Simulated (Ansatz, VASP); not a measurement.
**Cross-check of SrCl2 between VASP and Ansatz**

Wanted: the spread between two codes on one cell, functional and k mesh. The cell is taken from a series of runs on this material, whose earlier steps may have relaxed, scaled, displaced or heated it; both programs get it as it stands.

Main program and level: Ansatz 0.2.0; plane waves, with VASP 6.6.1 beside it; relaxation of cell and atoms at LDA.

**1. Set-up**

Symmetry: Fm-3m, No. 225, cubic system. The conventional cell has a = 6.799 Å, b = 6.799 Å, c = 6.799 Å, α = 90.00°, β = 90.00°, γ = 90.00°. Nearest to Sr lie 8 Cl at 2.94 Å. Nearest to Cl lie 4 Sr at 2.94 Å. Farther neighbours and most contacts between anions are not listed.

As a file:

```cif
data_structure
_symmetry_space_group_name_H-M 'P 1'
_symmetry_Int_Tables_number 1
_cell_length_a 4.8077
_cell_length_b 4.8077
_cell_length_c 4.8077
_cell_angle_alpha 60.000
_cell_angle_beta 60.000
_cell_angle_gamma 60.000
_cell_volume 78.58
loop_
_atom_site_label
_atom_site_type_symbol
_atom_site_fract_x
_atom_site_fract_y
_atom_site_fract_z
_atom_site_occupancy
Sr1 Sr 0.00000 0.00000 0.00000 1
Cl2 Cl 0.25000 0.25000 0.25000 1
Cl3 Cl 0.75000 0.75000 0.75000 1
```

**2. VASP: relaxation of cell and atoms, LDA**

The relaxed volume is the usual yardstick between codes: in a stiff, nearly cubic crystal its relative difference is about their pressure difference at one cell divided by the bulk modulus.

Lines of VASP's logs that name or quote its potential files are left out, and so is its time.

The input, INCAR:

```
SYSTEM = SrCl2
PREC = Accurate
ENCUT = 500
EDIFF = 1E-07
NELM = 120
ISMEAR = 0
SIGMA = 0.01
LREAL = .FALSE.
ALGO = Normal
GGA = CA
NBANDS = 18
LORBIT = 11
LWAVE = .FALSE.
LCHARG = .FALSE.
ISIF = 3
IBRION = 2
NSW = 80
EDIFFG = -0.005
LASPH = .TRUE.
GGA_COMPAT = .FALSE.
NELMIN = 4
EFERMI = MIDGAP
```

The input, POSCAR:

```
SrCl2
1.0
    0.0000000000      3.3995360000      3.3995360000
    3.3995360000      0.0000000000      3.3995360000
    3.3995360000      3.3995360000      0.0000000000
Sr Cl
1 2
Direct
    0.0000000000      0.0000000000      0.0000000000
    0.2500000000      0.2500000000      0.2500000000
    0.7500000000      0.7500000000      0.7500000000
```

The input, KPOINTS:

```
Automatic mesh
0
Gamma
6 6 6
0 0 0
```

The projector-augmented-wave data sets are Sr_sv and Cl (LDA family, release 64).

The run is started by

```sh
> mpirun -np 1 vasp_std
```

Numbers of over 12 decimals in the logs are rounded to 6 here.

The program printed:

```text
[banner, memory and clock lines left out]
running    1 mpi-ranks, on    1 nodes
 distrk:  each k-point on    1 cores,    1 groups
 distr:  one band on    1 cores,    1 groups

 POSCAR found type information on POSCAR SrCl
 POSCAR found :  2 types and       3 ions
 LDA part: xc-table for (Slater(with rela. corr.)+CA(PZ))
 , standard interpolation
 POSCAR, INCAR and KPOINTS ok, starting setup
 FFT: planning ... GRIDC
 FFT: planning ... GRID_SOFT
 FFT: planning ... GRID
 WAVECAR not read
 entering main loop
       N       E                     dE             d eps       ncg     rms          rms(c)
DAV:   1     0.137209536344E+03    0.13721E+03   -0.11512E+04   576   0.118E+03
DAV:   2    -0.628916176869E+01   -0.14350E+03   -0.13880E+03   754   0.230E+02
DAV:   3    -0.141738419946E+02   -0.78847E+01   -0.78597E+01   806   0.547E+01
DAV:   4    -0.143832563579E+02   -0.20941E+00   -0.20927E+00   920   0.782E+00
DAV:   5    -0.143868970904E+02   -0.36407E-02   -0.36403E-02   816   0.910E-01    0.165E+01
DAV:   6    -0.141128223291E+02    0.27407E+00   -0.54408E-01   662   0.410E+00    0.106E+01
DAV:   7    -0.140831058840E+02    0.29716E-01   -0.32007E-01   760   0.347E+00    0.141E+00
DAV:   8    -0.140768925898E+02    0.62133E-02   -0.56187E-02   674   0.129E+00    0.324E-01
DAV:   9    -0.140772470697E+02   -0.35448E-03   -0.15115E-03   726   0.262E-01    0.119E-01
DAV:  10    -0.140774212980E+02   -0.17423E-03   -0.12803E-04   800   0.663E-02    0.298E-02
DAV:  11    -0.140774529626E+02   -0.31665E-04   -0.23118E-05   728   0.312E-02    0.172E-02
DAV:  12    -0.140774550182E+02   -0.20556E-05   -0.48293E-06   836   0.119E-02    0.411E-03
DAV:  13    -0.140774553516E+02   -0.33335E-06   -0.40320E-07   712   0.397E-03    0.183E-03
DAV:  14    -0.140774553477E+02    0.38876E-08   -0.20657E-08   530   0.927E-04
   1 F= -.14077455E+02 E0= -.14077455E+02  d E =-.140775E+02
 curvature:   0.00 expect dE= 0.000E+00 dE for cont linesearch  0.000E+00
 trial: gam= 0.00000 g(F)=  0.520E-49 g(S)=  0.380E-03 ort = 0.000E+00 (trialstep = 0.100E+01)
 search vector abs. value=  0.380E-03
 bond charge predicted
       N       E                     dE             d eps       ncg     rms          rms(c)
DAV:   1    -0.140802334623E+02   -0.27781E-02   -0.57728E-02   722   0.164E+00    0.388E-01
DAV:   2    -0.140780941819E+02    0.21393E-02   -0.55797E-03   698   0.455E-01    0.134E-01
DAV:   3    -0.140776284808E+02    0.46570E-03   -0.12691E-03   962   0.212E-01    0.105E-01
DAV:   4    -0.140776258101E+02    0.26707E-05   -0.96376E-05  1022   0.526E-02    0.675E-02
DAV:   5    -0.140776381500E+02   -0.12340E-04   -0.52010E-05  1050   0.326E-02    0.906E-03
DAV:   6    -0.140776376031E+02    0.54685E-06   -0.20130E-06   822   0.107E-02    0.303E-03
DAV:   7    -0.140776376796E+02   -0.76480E-07   -0.30651E-07   676   0.352E-03
   2 F= -.14077638E+02 E0= -.14077638E+02  d E =-.182332E-03
 trial-energy change:   -0.000182  1 .order   -0.000179   -0.000380    0.000021
 step:   0.9492(harm=  0.9469)  dis= 0.00000  next Energy=   -14.077638 (dE=-0.183E-03)
 reached required accuracy - stopping structural energy minimisation
```

Parts of OUTCAR (step 2):

```text
ion  position               nearest neighbor table
   1  0.000  0.000  0.000-   3 2.94   3 2.94   3 2.94   2 2.94   3 2.94   2 2.94   2 2.94   2 2.94

  LATTYP: Found a face centered cubic cell.
 ALAT       =     6.7990720000

 Subroutine GETGRP returns: Found 48 space group operations
 (whereof 48 operations were pure point group operations)

The static configuration has the point symmetry O_h .

 Found     16 irreducible k-points:

   k-points           NKPTS =     16   k-points in BZ     NKDIM =     16   number of bands    NBANDS=     18

   dimension x,y,z NGX =    36 NGY =   36 NGZ =   36
   dimension x,y,z NGXF=    72 NGYF=   72 NGZF=   72

   ENCUT  =  500.0 eV  36.75 Ry    6.06 a.u.   8.77  8.77  8.77*2*pi/ulx,y,z

   NELECT =      24.0000    total number of electrons

 k-points in reciprocal lattice and weights: Automatic mesh
   0.00000000  0.00000000  0.00000000       0.005
   0.16666667  0.00000000  0.00000000       0.037
   0.33333333  0.00000000  0.00000000       0.037
   0.50000000  0.00000000  0.00000000       0.019
   0.16666667  0.16666667  0.00000000       0.028
   0.33333333  0.16666667  0.00000000       0.111
   0.50000000  0.16666667  0.00000000       0.111
  -0.33333333  0.16666667  0.00000000       0.111
  -0.16666667  0.16666667  0.00000000       0.056
[...]
-0.33333333  0.33333333  0.16666667       0.111
  -0.33333333  0.50000000  0.16666667       0.056

 average (electrostatic) potential at core
       1 -37.8355       2 -96.7928       3 -96.7928

 E-fermi :   3.0215

 k-point     1 :       0.0000    0.0000    0.0000
  band No.  band energies     occupation
    ...
      8      -1.9932      2.00000
      9      -1.9932      2.00000
     10       0.0943      2.00000
     11       0.0943      2.00000
     12       0.0943      2.00000
     13       5.6351      0.00000
     14       6.2397      0.00000
     15       6.2397      0.00000
     16       9.2982      0.00000
     17       9.2982      0.00000
    ...

 k-point     2 :       0.1667    0.0000    0.0000
  band No.  band energies     occupation
    ...
      8      -1.8765      2.00000
      9      -1.7640      2.00000
     10      -0.2717      2.00000
     11      -0.0842      2.00000
     12      -0.0842      2.00000
     13       6.2714      0.00000
     14       6.4940      0.00000
     15       6.4940      0.00000
     16       8.3509      0.00000
     17       9.2054      0.00000
    ...

 k-point     3 :       0.3333    0.0000    0.0000
  band No.  band energies     occupation
    ...
      8      -1.5887      2.00000
      9      -1.3317      2.00000
     10      -0.8764      2.00000
     11      -0.4611      2.00000
     12      -0.4611      2.00000
     13       6.8644      0.00000
     14       6.8644      0.00000
     15       7.0962      0.00000
     16       8.5315      0.00000
     17       9.1678      0.00000
    ...

  Total       -0.0049707     -0.0049707     -0.0049707      0.0000000     -0.0000000     -0.0000000
  in kB       -0.1009203     -0.1009203     -0.1009203      0.0000000     -0.0000000     -0.0000000
  external PRESSURE =      -0.1009203 kB  Pullay stress =       0.0000000 kB

  energy-cutoff  :      500.00
  volume of cell :       78.91
      direct lattice vectors                 reciprocal lattice vectors
    -0.000000000  3.404385983  3.404385983    -0.146869363  0.146869363  0.146869363
     3.404385983  0.000000000  3.404385983     0.146869363 -0.146869363  0.146869363
     3.404385983  3.404385983  0.000000000     0.146869363  0.146869363 -0.146869363

 POSITION                                       TOTAL-FORCE (eV/Angst)
 -----------------------------------------------------------------------------------
      3.40439      3.40439      0.00000        -0.000000     -0.000000      0.000000
      1.70219      1.70219      1.70219        -0.000000     -0.000000      0.000000
      5.10658      5.10658      5.10658         0.000000      0.000000     -0.000000
 -----------------------------------------------------------------------------------
    total drift:                                0.000000      0.000000      0.000000

  FREE ENERGIE OF THE ION-ELECTRON SYSTEM (eV)
  ---------------------------------------------------
  free  energy   TOTEN  =       -14.0776376796 eV

  energy  without entropy=      -14.0776376796  energy(sigma->0) =      -14.07763768

 reached required accuracy - stopping structural energy minimisation

 total charge
# of ion       s       p       d       tot
------------------------------------------
    1        2.001   5.773   0.188   7.961
    2        1.589   3.565   0.000   5.154
    3        1.589   3.565   0.000   5.154
--------------------------------------------------
tot          5.179  12.902   0.188  18.269

[... 3 further parts left out ...]
```

CONTCAR:

```
SrCl2
   1.00000000000000
    -0.0000000000000000    3.4043859830545116    3.4043859830545116
     3.4043859830545116    0.0000000000000000    3.4043859830545116
     3.4043859830545116    3.4043859830545116    0.0000000000000000
  Sr              Cl
     1     2
Direct
     0.0000000000000000    0.0000000000000000    1.0000000000000000
     0.2500000000000000    0.2500000000000000    0.2500000000000000
     0.7500000000000000    0.7500000000000000    0.7500000000000000
```

**3. Ansatz: relaxation of cell and atoms, LDA**

Ansatz runs on its PAW soft_1 files.

The same cell, functional (in two slightly different forms) and mesh now go to Ansatz, which takes its cutoff from its data sets.

The input, input.yaml:

```yaml
crystal:
  lattice:
    - [0.0, 3.3995362249, 3.3995362249]
    - [3.3995362249, 0.0, 3.3995362249]
    - [3.3995362249, 3.3995362249, 0.0]
  atoms:
    - { symbol: Sr, position: [0.0, 0.0, 0.0] }
    - { symbol: Cl, position: [0.25, 0.25, 0.25] }
    - { symbol: Cl, position: [0.75, 0.75, 0.75] }
kpoints:
  mp_grid: { grid: [6, 6, 6] }
hamiltonian:
  xc: lda
  pseudopotentials: { kind: paw, azcp: { folder: soft_1 }, xc_functional: pbe }
scf:
  occupations: { method: fixed }
  lower_state_search: "off"
output:
  forces: true
  stress: true
  eigenvalues: true
relax:
  adjacent_minimum: "off"
  f_tol: 0.001
  max_steps: 60
  cell: { stress_tol: 0.01 }
```

The run is started by

```sh
> ansatz run input.yaml --threads 8 --pin off --max-ram 19456MiB --backend cpu --events-out ev --progress --plain --runs-dir out
```

The program printed:

```text
Engine: ansatz 0.2.0, aarch64-unknown-linux-gnu
Pseudopotentials: kind: paw
Pseudopotential: Sr, paw, valence charge 10, recommended cutoff 420 eV (normal), soft_1/Sr.paw.azcp
Pseudopotential: Cl, paw, valence charge 7, recommended cutoff 420 eV (normal), soft_1/Cl.paw.azcp
Functional definition: SPW92
  exchange = slater_x
  correlation = pw_c
Crystal: 3 atoms, lattice volume = 78.576 Å³
Basis set: ecut = 420 eV, 1471 PW (Γ)
Bands: 16, of which v1, the nominal top of the filled ones, is band 12 counted from 1 (11 counted from 0)
Symmetry: 48 space group operations
Space group: Fm-3m (ITA 225), of the structure as read, at distance tolerance 4.3e-5 Å
k-points: 16 of 216
Non-local potential: Sr, projectors of the file, l = 0: 3, l = 1: 2, l = 2: 2
Non-local potential: Cl, projectors of the file, l = 0: 2, l = 1: 2, l = 2: 1
PAW form: soft (Blöchl's): semilocal exchange-correlation on the pseudo side does not see the compensation charge
PAW frozen core: Sr, regenerated for the run's functional, and the local potential with it (the file was generated under x = pbe(κ = 0.804, μ = 0.219515), c = pbe(β = 0.066725))
PAW frozen core: Cl, regenerated for the run's functional, and the local potential with it (the file was generated under x = pbe(κ = 0.804, μ = 0.219515), c = pbe(β = 0.066725))
PAW one-centre angular grid: Sr, 110 points (default); XC on 64 Gauss nodes
PAW one-centre angular grid: Cl, 110 points (default); XC on 64 Gauss nodes
Initial density: superposition of atomic densities (chi_scale 0.1, normalization cell, long waves kept (reshape's long-wave potential 0.00 eV rms))
Initial wavefunctions: pseudopotential atomic-orbital guess
Functional: x = slater, c = lda
SCF iter   1: F=—  HF=-5541.435178 eV  |F-HF|=—  |Δ(HF+E_count)|=         —  Δρ=4.49e-2  dr2=3.09e0  ethr=3.10e-3  ⟨swp⟩=6.8  Hψ=1618  notcnv=0  defer=15
preconditioner: auto → none  [insulator: Δε(μ)=3.858 eV  Ē_g=13.475 eV  n_scr=14 (ndim 8)  ℏωp=19.6 eV  f_vac=0.006  ε∞_Penn≈3.1]
SCF iter   2: F=—  HF=-5540.175593 eV  |F-HF|=—  |Δ(HF+E_count)|=    1.26e0  Δρ=1.29e-2  dr2=1.87e-1  ethr=3.10e-3  ⟨swp⟩=4.8  Hψ=761  notcnv=0  defer=22
SCF iter   3: F=—  HF=-5540.113942 eV  |F-HF|=—  |Δ(HF+E_count)|=   6.17e-2  Δρ=4.44e-3  dr2=1.58e-2  ethr=7.78e-4  ⟨swp⟩=2.0  Hψ=390  notcnv=0  defer=28
SCF iter   4: F=—  HF=-5540.112124 eV  |F-HF|=—  |Δ(HF+E_count)|=   1.82e-3  Δρ=1.48e-3  dr2=1.67e-3  ethr=6.57e-5  ⟨swp⟩=4.0  Hψ=503  notcnv=0  defer=30
SCF iter   5: F=—  HF=-5540.112172 eV  |F-HF|=—  |Δ(HF+E_count)|=   4.79e-5  Δρ=1.80e-4  dr2=2.56e-5  ethr=6.97e-6  ⟨swp⟩=4.0  Hψ=506  notcnv=0  defer=30
SCF iter   6: F=—  HF=-5540.112191 eV  |F-HF|=—  |Δ(HF+E_count)|=   1.91e-5  Δρ=2.20e-5  dr2=2.05e-7  ethr=1.07e-7  ⟨swp⟩=2.6  Hψ=441  notcnv=0  defer=26
SCF iter   7: F=-5540.112191 eV  HF=-5540.112191 eV  |F-HF|=8.90e-9  |Δ(HF+E_count)|=   6.82e-8  Δρ=3.27e-6  dr2=1.07e-8  ethr=4.17e-10  ⟨swp⟩=10.1  Hψ=1802  notcnv=0
SCF 1 converged in 7 iterations: F = -5540.112191 eV  dr2 = 1.07e-8
  greatest PAW one-centre occupation: 0.986 electrons in one spin orbital (limit 2), on the Sr atom at site 0 (counted from 0), in its partial waves of l = 0
relax step   1: F+E_penalty+E_count = -5540.11219070 eV  Δ(F+E_penalty+E_count) = +0.000e0 eV  max|allowed force component| = 1.446e-18 eV/Å  Δτ_max = 0.0000 Å  P = +0.027 GPa  Ω = 78.576 Å³  (7 SCF iters, dr2 threshold 1.00e-7 eV, accepted)
[...]
relax step   2: F+E_penalty+E_count = -5540.11219213 eV  Δ(F+E_penalty+E_count) = -1.434e-6 eV  max|allowed force component| = 1.600e-17 eV/Å  Δτ_max = 0.0000 Å  P = -0.004 GPa  Ω = 78.631 Å³  energy of the carried Pulay correction = -2.543e-6 eV  (4 SCF iters, dr2 threshold 1.82e-9 eV, accepted)
[...]
relax step   3: F+E_penalty+E_count = -5540.11219352 eV  Δ(F+E_penalty+E_count) = -1.393e-6 eV  max|allowed force component| = 1.311e-17 eV/Å  Δτ_max = 0.0000 Å  P = -0.004 GPa  Ω = 78.631 Å³  stress off target by 3.85e-3 GPa  SCF on the basis re-selected at this cell (its energy is not comparable with the rows above)  (5 SCF iters)
basis re-selected at this cell: Δ(F+E_penalty+E_count) = -1.393e-6 eV, ΔP = -0.000 GPa vs the last step (what re-selecting the basis moved, of the pressure what is left beyond the Pulay correction that the steps carried, after the strain that the cell walked since its last selection, with what the two solves' SCF thresholds leave and, on support functions, any second-order correction that the steps lacked; it is no m [...]
SCF converged after 5 iterations
Free energy (F): -5540.112194 eV
Harris-Foulkes:  -5540.112194 eV  (|F-HF|=9.09e-13)
Internal energy: -5540.112194 eV  (E = F + TS)
E sigma→0 (E₀):  -5540.112194 eV
Fermi energy:    3.628162 eV
--- Per-component energies (eV) ---
  E_band       = -134.922642
  E_kinetic    = 540.941304
  E_local      = -1148.184332  (includes V_loc(G=0)·N_el)
  E_nonlocal   = 303.038699
  E_hartree    = 306.365573
  E_xc         = -387.956721
  E_vxc        = -390.072178  (∫ρ·V_xc dr)
  E_paw        = -3843.122021  (= ΣΔE_a)
  E_vpaw       = -53.377500  (= ΣTr[D̂ρ^β])
  E_aug_tail   = 0.000207  (compensation charges beyond the density's cutoff)
  E_ewald      = -1311.870022
  E_core_change = 0.675119  (= ΣΔE_core)
  E_smearing   = -0.000000  (= −TS)
  E_closure    = 0.000000  (closes the sum)
  Σ components = -5540.112194   (vs F -5540.112194, Δ=0.00e0)
--- Forces (eV/Å), atoms counted from 1 ---
  atom   1  Sr    -0.00000000    -0.00000000     0.00000000
  atom   2  Cl     0.00000000     0.00000000     0.00000000
  atom   3  Cl     0.00000000    -0.00000000    -0.00000000
  max |Σ_I F_I| component: 5.78e-19 eV/Å
--- Stress (GPa, compression-positive) ---
       -0.003847      -0.000000      -0.000000
       -0.000000      -0.003847       0.000000
       -0.000000       0.000000      -0.003847
  P = ⅓ Tr σ = -0.0038 GPa (-0.038 kbar)
--- Band table (eV; the first three rows and the last of 16) ---
  k-point 0: bands = [... 8 lower, 1.1622, 3.2521, 3.2521, 3.2521, 8.8030, 9.4056, 9.4056, 12.3846]
  k-point 1: bands = [... 8 lower, 1.3914, 2.8853, 3.0737, 3.0737, 9.4414, 9.6628, 9.6628, 11.4807]
  k-point 2: bands = [... 8 lower, 1.8234, 2.2793, 2.6965, 2.6965, 10.0413, 10.0413, 10.2579, 11.6891]
  k-point 15: bands = [... 8 lower, 1.8695, 2.6708, 3.2205, 3.5450, 9.2536, 10.7101, 10.7557, 11.0391]
--- Relaxed structure (2 steps of the walk, 2 accepted, 1 SCFs on fresh bases) ---
  F+E_penalty+E_count = -5540.11219352 eV   max|allowed force component| = 1.311e-17 eV/Å   (the final SCF, on the basis selected at the relaxed cell)
  cell:  # Å, volume = 78.6308 Å³
    - [0, 3.400329, 3.400329]
    - [3.400329, 0, 3.400329]
    - [3.400329, 3.400329, 0]
  atoms:
    - { symbol: Sr, position: [0, 0, 0] }
    - { symbol: Cl, position: [0.25, 0.25, 0.25] }
    - { symbol: Cl, position: [0.75, 0.75, 0.75] }
```

Reading the cycles: dr2 is the Hartree energy of the density residual (eV), the measure of convergence; HF is the Harris–Foulkes estimate of the energy, which meets the free energy F at convergence.

**4. Comparison**

Known differences besides the potentials themselves: the two LDA forms differ slightly; fixed occupations in Ansatz, narrow Gaussian smearing in VASP; the cutoff is 420 eV in Ansatz and 500 eV in VASP; VASP's log shows a relativistic correction to its local exchange, Ansatz's none; Ansatz adds a Pulay correction to the stress that steers its cell, VASP none. Total energies have different zeros and are not compared.

Both answers:

| quantity | Ansatz | VASP | difference |
| --- | --- | --- | --- |
| volume (Å³) | 78.63 | 78.91 | -0.36 % |
| edge a after relaxation, in the typed setting (Å) | 4.809 | 4.814 | -0.12 % |

**5. Results**

- difference in volume (relaxation of cell and atoms, LDA): -0.36 %

In words: The difference in volume is -0.36 % (relaxation of cell and atoms, LDA), within the 1.2 % picked in this series as the mark of a large difference, as far as the stopping tolerances let one tell. How closely two codes agree says nothing of how well the functional describes the real material.

[Lines on the potential files, build, host, timing and source positions are cut from VASP's logs without a mark.]

[Logs are printed without paths, hosts, clocks, repeated set-up lines and the standing remarks that a program may print on its own settings, such as how far it seeks lower states.]

[Hosts, paths, dates, database ids (printed as entryN), source tags and the programs' standing remarks are cut or masked in the printed files.]
